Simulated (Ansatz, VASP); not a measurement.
**Cross-check of SrAs2Ru2 between VASP and Ansatz**

Aim: how closely do two programs agree when they are given the same cell, functional and k mesh? The cell is taken from a series of runs on this material, whose earlier steps may have relaxed, scaled, displaced or heated it; both programs get it as it stands.

Calculated with Ansatz 0.2.0; plane waves, with VASP 6.6.1 beside it; relaxation of cell and atoms at PBEsol.

**1. The starting structure**

The structure is tetragonal, space group I4/mmm (No. 139). The conventional cell has a = 4.167 Å, b = 4.167 Å, c = 10.961 Å, α = 90.00°, β = 90.00°, γ = 90.00°. Sr has 10 As at 3.32 to 3.95 Å and 8 Ru at 3.44 Å nearest. As has 4 Ru at 2.41 Å and 5 As at 3.06 to 3.82 Å and 5 Sr at 3.32 to 3.95 Å nearest. Nearest to Ru lie 4 As at 2.41 Å and 4 Ru at 2.95 Å and 4 Sr at 3.44 Å. Farther neighbours are not listed.

As a file:

```cif
data_structure
_symmetry_space_group_name_H-M 'I4/mmm'
_symmetry_Int_Tables_number 139
_cell_length_a 4.1666
_cell_length_b 4.1666
_cell_length_c 10.9608
_cell_angle_alpha 90.000
_cell_angle_beta 90.000
_cell_angle_gamma 90.000
_cell_volume 190.29
loop_
_atom_site_label
_atom_site_type_symbol
_atom_site_symmetry_multiplicity
_atom_site_Wyckoff_symbol
_atom_site_fract_x
_atom_site_fract_y
_atom_site_fract_z
_atom_site_occupancy
Sr1 Sr 2 a 0.00000 0.00000 0.00000 1
As1 As 4 e 0.50000 0.50000 0.13937 1
Ru1 Ru 4 d 0.50000 0.00000 0.25000 1
```

**2. VASP: relaxation of cell and atoms, PBEsol**

The relaxed volume is the usual yardstick between codes: in a stiff, nearly cubic crystal its relative difference is about their pressure difference at one cell divided by the bulk modulus.

Lines of VASP's logs that name or quote its potential files are left out, and so is its time.

File INCAR:

```
SYSTEM = SrAs2Ru2
PREC = Accurate
ENCUT = 500
EDIFF = 1E-07
NELM = 120
ISMEAR = 1
SIGMA = 0.2
LREAL = .FALSE.
ALGO = Normal
GGA = PS
NBANDS = 30
LASPH = .TRUE.
LORBIT = 11
LWAVE = .FALSE.
LCHARG = .FALSE.
ISIF = 3
IBRION = 2
NSW = 80
EDIFFG = -0.005
GGA_COMPAT = .FALSE.
NELMIN = 4
KPAR = 2
```

File POSCAR:

```
SrAs2Ru2
1.0
   -2.0833020000      2.0833020000      5.4804090000
    2.0833020000     -2.0833020000      5.4804090000
    2.0833020000      2.0833020000     -5.4804090000
Sr As Ru
1 2 2
Direct
    0.0000000000      0.0000000000      0.0000000000
    0.6393652372      0.6393652372      0.0000000000
    0.3606346716      0.3606346716      0.0000000000
    0.2499999544      0.7499999544      0.5000000000
    0.7499999544      0.2499999544      0.5000000000
```

File KPOINTS:

```
Automatic mesh
0
Gamma
10 10 10
0 0 0
```

Potentials, in the order of the species: Sr_sv, As and Ru_pv (PBE family, release 64).

Launch:

```bash
$ mpirun -np 2 vasp_std
```

Numbers of over 12 decimals in the logs are rounded to 6 here.

What it wrote:

```text
[banner, memory and clock lines left out]
running    2 mpi-ranks, on    1 nodes
 distrk:  each k-point on    1 cores,    2 groups
 distr:  one band on    1 cores,    1 groups

 POSCAR found type information on POSCAR SrAsRu
 POSCAR found :  3 types and       5 ions
|                                                                             |
|               ----> ADVICE to this user running VASP <----                  |
|                                                                             |
|     You enforced a specific xc type in the INCAR file but a different       |
|     [... a line on the potential file left out ...]
|     I HOPE YOU KNOW WHAT YOU ARE DOING!                                     |
|                                                                             |

 LDA part: xc-table for (Slater+PW92), standard interpolation
 POSCAR, INCAR and KPOINTS ok, starting setup
 FFT: planning ... GRIDC
 FFT: planning ... GRID_SOFT
 FFT: planning ... GRID
 WAVECAR not read
 entering main loop
       N       E                     dE             d eps       ncg     rms          rms(c)
DAV:   1     0.410617821578E+03    0.41062E+03   -0.26102E+04  6384   0.153E+03
DAV:   2    -0.173913122497E+02   -0.42801E+03   -0.41222E+03  6718   0.407E+02
DAV:   3    -0.362544740764E+02   -0.18863E+02   -0.18341E+02  8386   0.781E+01
DAV:   4    -0.367891934071E+02   -0.53472E+00   -0.53291E+00  8792   0.104E+01
DAV:   5    -0.367995477549E+02   -0.10354E-01   -0.10352E-01  7962   0.136E+00    0.267E+01
DAV:   6    -0.360513990844E+02    0.74815E+00   -0.57524E+00  7054   0.160E+01    0.107E+01
DAV:   7    -0.358589803340E+02    0.19242E+00   -0.21328E+00  7036   0.978E+00    0.851E+00
DAV:   8    -0.357186418629E+02    0.14034E+00   -0.52914E-01  7068   0.518E+00    0.149E+00
DAV:   9    -0.357195126909E+02   -0.87083E-03   -0.36536E-02  8674   0.912E-01    0.477E-01
DAV:  10    -0.357184766358E+02    0.10361E-02   -0.88031E-03  7250   0.619E-01    0.939E-02
DAV:  11    -0.357184583037E+02    0.18332E-04   -0.53498E-04  7352   0.147E-01    0.369E-02
DAV:  12    -0.357184611531E+02   -0.28495E-05   -0.50096E-05  8084   0.398E-02    0.155E-02
DAV:  13    -0.357184600369E+02    0.11162E-05   -0.11905E-05  7616   0.219E-02    0.639E-03
DAV:  14    -0.357184601417E+02   -0.10483E-06   -0.10493E-06  6914   0.677E-03    0.191E-03
DAV:  15    -0.357184600776E+02    0.64150E-07   -0.20436E-07  6012   0.216E-03
   1 F= -.35718460E+02 E0= -.35718807E+02  d E =-.357185E+02
 curvature:   0.00 expect dE= 0.000E+00 dE for cont linesearch  0.000E+00
 trial: gam= 0.00000 g(F)=  0.133E-03 g(S)=  0.121E-02 ort = 0.000E+00 (trialstep = 0.100E+01)
 search vector abs. value=  0.134E-02
 bond charge predicted
       N       E                     dE             d eps       ncg     rms          rms(c)
DAV:   1    -0.357438792671E+02   -0.25419E-01   -0.45898E-01  6480   0.571E+00    0.142E+00
DAV:   2    -0.357268635879E+02    0.17016E-01   -0.20309E-01  6742   0.324E+00    0.630E-01
DAV:   3    -0.357184350177E+02    0.84286E-02   -0.28275E-02  6730   0.115E+00    0.168E-01
DAV:   4    -0.357179931332E+02    0.44188E-03   -0.40439E-03  8010   0.297E-01    0.171E-01
DAV:   5    -0.357179904039E+02    0.27294E-05   -0.24158E-04  8434   0.762E-02    0.132E-01
DAV:   6    -0.357180225269E+02   -0.32123E-04   -0.68149E-05 10526   0.359E-02    0.448E-02
DAV:   7    -0.357180232080E+02   -0.68114E-06   -0.16026E-05  9980   0.198E-02    0.904E-03
DAV:   8    -0.357180234461E+02   -0.23809E-06   -0.55885E-07  7928   0.396E-03    0.402E-03
DAV:   9    -0.357180233480E+02    0.98114E-07   -0.14448E-07  5394   0.165E-03
   2 F= -.35718023E+02 E0= -.35718372E+02  d E =0.436730E-03
 trial-energy change:    0.000437  1 .order    0.000428   -0.001342    0.002198
 step:   0.3756(harm=  0.3791)  dis= 0.00067  next Energy=   -35.718712 (dE=-0.252E-03)
 bond charge predicted
       N       E                     dE             d eps       ncg     rms          rms(c)
DAV:   1    -0.357287522667E+02   -0.10729E-01   -0.17860E-01  6444   0.356E+00    0.906E-01
DAV:   2    -0.357220631475E+02    0.66891E-02   -0.78634E-02  6698   0.201E+00    0.398E-01
DAV:   3    -0.357188436023E+02    0.32195E-02   -0.10798E-02  6644   0.718E-01    0.103E-01
DAV:   4    -0.357186798449E+02    0.16376E-03   -0.15568E-03  7982   0.186E-01    0.104E-01
DAV:   5    -0.357186834190E+02   -0.35741E-05   -0.94119E-05  8500   0.475E-02    0.810E-02
DAV:   6    -0.357187054814E+02   -0.22062E-04   -0.25773E-05 10538   0.217E-02    0.289E-02
DAV:   7    -0.357187111903E+02   -0.57089E-05   -0.65893E-06 10094   0.124E-02    0.532E-03
DAV:   8    -0.357187109234E+02    0.26691E-06   -0.19750E-07  6678   0.244E-03    0.218E-03
DAV:   9    -0.357187109903E+02   -0.66857E-07   -0.60461E-08  4358   0.117E-03
   3 F= -.35718711E+02 E0= -.35719059E+02  d E =-.250913E-03
 curvature:  -0.19 expect dE=-0.532E-06 dE for cont linesearch -0.109E-07
 trial: gam=-0.00446 g(F)=  0.239E-06 g(S)=  0.257E-05 ort = 0.879E-05 (trialstep = 0.875E+00)
 search vector abs. value=  0.275E-05
 reached required accuracy - stopping structural energy minimisation
```

From OUTCAR (step 2):

```text
ion  position               nearest neighbor table
   1  0.000  0.000  0.000-   2 3.32   2 3.32   2 3.32   2 3.32   3 3.32   3 3.32   3 3.32   3 3.32
                             5 3.44   4 3.44   4 3.44   5 3.44   5 3.44   4 3.44   4 3.44   5 3.44
   2  0.639  0.639  0.000-   4 2.41   5 2.41   4 2.41   5 2.41   1 3.32   1 3.32   1 3.32   1 3.32
                             1 3.95
   3  0.361  0.361  0.000-   4 2.41   5 2.41   4 2.41   5 2.41   1 3.32   1 3.32   1 3.32   1 3.32
                             1 3.95
   4  0.250  0.750  0.500-   2 2.41   3 2.41   3 2.41   2 2.41   5 2.95   5 2.95   5 2.95   5 2.95
                             1 3.44   1 3.44   1 3.44   1 3.44
   5  0.750  0.250  0.500-   2 2.41   3 2.41   3 2.41   2 2.41   4 2.95   4 2.95   4 2.95   4 2.95
                             1 3.44   1 3.44   1 3.44   1 3.44

  LATTYP: Found a body centered tetragonal cell.
 ALAT       =     4.1666040000
 C/A-ratio  =     2.6306358848

 Subroutine GETGRP returns: Found 16 space group operations
 (whereof 16 operations were pure point group operations)

The static configuration has the point symmetry D_4h.

 Found    102 irreducible k-points:

   k-points           NKPTS =    102   k-points in BZ     NKDIM =    102   number of bands    NBANDS=     30

   dimension x,y,z NGX =    48 NGY =   48 NGZ =   48
   dimension x,y,z NGXF=    96 NGYF=   96 NGZF=   96

   ENCUT  =  500.0 eV  36.75 Ry    6.06 a.u.  11.34 11.34 11.34*2*pi/ulx,y,z

   NELECT =      48.0000    total number of electrons

 k-points in reciprocal lattice and weights: Automatic mesh
   0.00000000  0.00000000  0.00000000       0.001
   0.10000000  0.00000000 -0.00000000       0.008
   0.20000000  0.00000000 -0.00000000       0.008
   0.30000000  0.00000000 -0.00000000       0.008
   0.40000000  0.00000000 -0.00000000       0.008
   0.50000000  0.00000000 -0.00000000       0.004
   0.10000000  0.10000000 -0.00000000       0.008
   0.20000000  0.10000000 -0.00000000       0.016
   0.30000000  0.10000000 -0.00000000       0.016
[...]
-0.40000000 -0.40000000  0.40000000       0.002
   0.50000000  0.50000000  0.50000000       0.001

 average (electrostatic) potential at core
       1 -33.7502       2 -47.4971       3 -47.4970       4 -71.9576       5 -71.9576

 E-fermi :   7.2495

 k-point     1 :       0.0000    0.0000    0.0000
  band No.  band energies     occupation
    ...
     20       6.0281      2.00000
     21       6.2032      2.00000
     22       6.8750      2.02362
     23       6.9305      2.04658
     24       6.9305      2.04658
     25       7.9643     -0.00001
     26       8.2689     -0.00000
     27       9.3748     -0.00000
     28       9.8755     -0.00000
     29       9.8755     -0.00000
    ...

 k-point     2 :       0.1000    0.0000   -0.0000
  band No.  band energies     occupation
    ...
     20       5.9538      2.00000
     21       6.2169      2.00000
     22       6.7429      2.00200
     23       6.8085      2.00781
     24       6.8346      2.01248
     25       7.9253     -0.00002
     26       8.3360     -0.00000
     27       9.4114     -0.00000
     28       9.6572     -0.00000
     29      10.1456     -0.00000
    ...

 k-point     3 :       0.2000    0.0000   -0.0000
  band No.  band energies     occupation
    ...
     20       5.7890      2.00000
     21       6.2034      2.00000
     22       6.3823      2.00000
     23       6.4834      2.00000
     24       6.6304      2.00011
     25       7.8425     -0.00023
     26       8.4829     -0.00000
     27       9.3300     -0.00000
     28       9.7453     -0.00000
     29      10.7245     -0.00000
    ...

  Total        0.0071053      0.0071053     -0.0128450      0.0000000      0.0000000      0.0000000
  in kB        0.1193909      0.1193909     -0.2158364      0.0000000      0.0000000      0.0000000
  external PRESSURE =       0.0076485 kB  Pullay stress =       0.0000000 kB

  energy-cutoff  :      500.00
  volume of cell :       95.35
      direct lattice vectors                 reciprocal lattice vectors
    -2.085041364  2.085041364  5.483159568     0.000000000  0.239803396  0.091188300
     2.085041364 -2.085041364  5.483159568     0.239803396  0.000000000  0.091188300
     2.085041364  2.085041364 -5.483159568     0.239803396  0.239803396  0.000000000

 POSITION                                       TOTAL-FORCE (eV/Angst)
 -----------------------------------------------------------------------------------
      0.00000      0.00000      0.00000        -0.000000     -0.000000     -0.000000
      0.00000      0.00000      7.01081        -0.000000     -0.000000      0.001573
      0.00000      0.00000      3.95551         0.000000      0.000000     -0.001573
      2.08504      0.00000      2.74158         0.000000      0.000000     -0.000000
      0.00000      2.08504      2.74158        -0.000000     -0.000000      0.000000
 -----------------------------------------------------------------------------------
    total drift:                               -0.000000      0.000000      0.001605

  FREE ENERGIE OF THE ION-ELECTRON SYSTEM (eV)
  ---------------------------------------------------
  free  energy   TOTEN  =       -35.7187109903 eV

  energy  without entropy=      -35.7197546235  energy(sigma->0) =      -35.71905887

 reached required accuracy - stopping structural energy minimisation

 total charge
# of ion       s       p       d       tot
------------------------------------------
    1        2.010   5.746   0.239   7.995
    2        1.210   1.536   0.111   2.857
    3        1.210   1.536   0.111   2.857
    4        0.313   6.245   6.226  12.784
    5        0.313   6.245   6.226  12.784
--------------------------------------------------
tot          5.056  21.309  12.913  39.278

[... 3 further parts left out ...]
```

(Part 1 of 2 ends here.)

[Lines on the potential files, build, host, timing and source positions are cut from VASP's logs without a mark.]

[Logs are printed without paths, hosts, clocks, repeated set-up lines and the standing remarks that a program may print on its own settings, such as how far it seeks lower states.]

[Hosts, paths, dates, database ids (printed as entryN), source tags and the programs' standing remarks are cut or masked in the printed files.]
